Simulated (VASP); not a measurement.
Here is a VASP 6.6.1 calculation.

INCAR

```
PREC = Accurate
ENCUT = 600
EDIFF = 1E-7
ISMEAR = 1
SIGMA = 0.1
LREAL = False
LASPH = True
NELM = 80
ALGO = Normal
ISIF = 3
LWAVE = False
LCHARG = False
GGA = PS
IBRION = 2
NSW = 90
EDIFFG = -0.005
```

File KPOINTS:

```
Automatic mesh
0
Gamma
  16 16 16
```

The input POSCAR:

```
Ag                                      
1.0
   -0.0000000000      2.0257627205      2.0257627205
    2.0257627205      0.0000000000      2.0257627205
    2.0257627205      2.0257627205      0.0000000000
  Ag            
     1
Direct
     0.0000000000000000    0.0000000000000000    0.0000000000000000
```

Potentials or basis: VASP PAW PBE potentials, release 64 (Ag).

Run with:

```bash
$ cat potpaw_PBE.64/Ag/POTCAR > POTCAR
$ mpirun -np 1 vasp_std > vasp.out
```

Q: Estimate the band gap on the k mesh.

A: None (metal or under the smearing width).

Final structure:
```yaml
crystal:
  lattice:
    - [0.00000, 2.02576, 2.02576]
    - [2.02576, 0.00000, 2.02576]
    - [2.02576, 2.02576, 0.00000]
  atoms:
    - { symbol: Ag, position: [0.00000, 0.00000, 0.00000] }
```

Caveat: the relaxation stopped at its first step, so nothing moved.
